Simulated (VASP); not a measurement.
Output of a VASP run:

### OSZICAR
```
       N       E                     dE             d eps       ncg     rms          rms(c)
DAV:   1     0.531752537915E+02    0.53175E+02   -0.87929E+03  4586   0.138E+03
DAV:   2    -0.142146837623E+01   -0.54597E+02   -0.53421E+02  4585   0.543E+02
DAV:   3    -0.391672332569E+01   -0.24953E+01   -0.23775E+01  4959   0.608E+01
DAV:   4    -0.402854691732E+01   -0.11182E+00   -0.10262E+00  4837   0.106E+01
DAV:   5    -0.403472850051E+01   -0.61816E-02   -0.61123E-02  4730   0.215E+00    0.251E+01
DAV:   6    -0.404451931593E+01   -0.97908E-02   -0.26582E-02  4590   0.318E+00    0.150E+01
DAV:   7    -0.406025407938E+01   -0.15735E-01   -0.49106E-02  4435   0.439E+00    0.371E-01
DAV:   8    -0.406026456253E+01   -0.10483E-04   -0.31483E-03  4413   0.839E-01    0.724E-02
DAV:   9    -0.406028856932E+01   -0.24007E-04   -0.18265E-04  4696   0.172E-01    0.325E-02
DAV:  10    -0.406028634176E+01    0.22276E-05   -0.24853E-05  4639   0.615E-02    0.468E-02
DAV:  11    -0.406028708664E+01   -0.74488E-06   -0.28187E-06  4399   0.180E-02    0.206E-03
DAV:  12    -0.406028734971E+01   -0.26307E-06   -0.16144E-07  2715   0.645E-03    0.301E-03
DAV:  13    -0.406028731804E+01    0.31674E-07   -0.46513E-08  2475   0.101E-02
   1 F= -.40602873E+01 E0= -.40602873E+01  d E =0.000000E+00
```

OUTCAR:
```
------------------------ aborting loop because EDIFF is reached ----------------------------------------
  FORCE on cell =-STRESS in cart. coord.  units (eV):
  Direction    XX          YY          ZZ          XY          YZ          ZX
  --------------------------------------------------------------------------------------
  Total       -0.0116342     -0.0116342      0.1687360      0.0000000      0.0000000      0.0000000
  in kB       -0.3150748     -0.3150747      4.5696829      0.0000000      0.0000000      0.0000000
  external PRESSURE =       1.3131778 kB  Pullay stress =       0.0000000 kB
  volume of cell :       59.16
      direct lattice vectors                 reciprocal lattice vectors
     1.770482819 -3.066565766  0.000000000     0.282408841 -0.163048843  0.000000000
     1.770482819  3.066565766  0.000000000     0.282408841  0.163048843  0.000000000
     0.000000000  0.000000000  5.448264892     0.000000000  0.000000000  0.183544673
 POSITION                                       TOTAL-FORCE (eV/Angst)
 -----------------------------------------------------------------------------------
      1.77048      1.02219      1.36207         0.000000      0.000000      0.000000
      1.77048     -1.02219      4.08620        -0.000000     -0.000000      0.000000
 -----------------------------------------------------------------------------------
    total drift:                                0.000000      0.000085     -0.000012
  FREE ENERGIE OF THE ION-ELECTRON SYSTEM (eV)
  ---------------------------------------------------
  free  energy   TOTEN  =        -4.0602873180 eV

  energy  without entropy=       -4.0602873180  energy(sigma->0) =       -4.06028732

 total charge

# of ion       s       p       d       tot
------------------------------------------
    1        0.524   6.550   1.124   8.198
    2        0.524   6.550   1.124   8.198
--------------------------------------------------
tot          1.048  13.101   2.247  16.396
```
(Selected blocks of OUTCAR.)

**POSCAR**
```
Er
1
    1.7704828188    -3.0665657657     0.0000000000
    1.7704828188     3.0665657657     0.0000000000
    0.0000000000     0.0000000000     5.4482648919
Er
2
Direct
  0.3333330000   0.6666670000   0.2500000000
  0.6666670000   0.3333330000   0.7500000000
```

Q: Reconstruct the remaining input files.

A: This is not unique; one that fits is the input of the run itself, optB86b-vdW, plane waves, VASP's PBE PAW potentials (set 64).

**INCAR**
```
SYSTEM = Er
PREC = Accurate; ENCUT = 520; LREAL = .FALSE.
LASPH = .TRUE.
EDIFF = 1E-7; NELM = 100; ALGO = Normal
LMAXMIX = 6
ISMEAR = -5
GGA = MK; LUSE_VDW = .TRUE.; AGGAC = 0.0
PARAM1 = 0.1234; PARAM2 = 1.0
ISIF = 2
LWAVE = .FALSE.; LCHARG = .TRUE.; LORBIT = 11
NEDOS = 601
```

KPOINTS:
```
Automatic mesh
0
Gamma
13 13 8
0 0 0
```

POTCAR, in this order: Er_3 (PBE.64 set). Program: vasp_std.

The 4f electrons are frozen in the core of the lanthanide potential, so 4f levels, which can set the real gap, and their magnetism are missing. For a metal the tetrahedron method with Blöchl corrections gives inexact stress and forces.

The compound is Er in the hcp structure. It was relaxed first.
